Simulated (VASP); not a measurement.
Data:

```
CELL_PARAMETERS angstrom
      0.00000     3.01555     3.01555
      3.01555     0.00000     3.01555
      3.01555     3.01555     0.00000
ATOMIC_POSITIONS crystal
  Ca 0.00000 0.00000 0.00000
  Se 0.50000 0.50000 0.50000
```

These are PBE GGA with D3 dispersion (zero damping), VASP's PBE PAW potentials (set 64) (plane waves; VASP) values and carry that method's errors. Run with 520 eV cut-off, 8×8×8 Γ-centred mesh, Gaussian smearing of 0.050 eV, potentials Ca_sv Se.

Q: Predict the energy per atom (σ→0), pressure, band gap (on the k-mesh) with the smallest direct gap where there is one.

A: 
The band gap (on the k-mesh) is 2.15 eV and the smallest direct gap (on the k-mesh) is 3.03 eV. The energy per atom (σ→0) is -4.952 eV/atom and the pressure comes out as -2.59 GPa.

The absolute energy has meaning only against runs of the same code, potentials and settings.

The compound is CaSe in the rock salt structure. This cell is one point of a volume scan, at 1.06 of the reference volume.
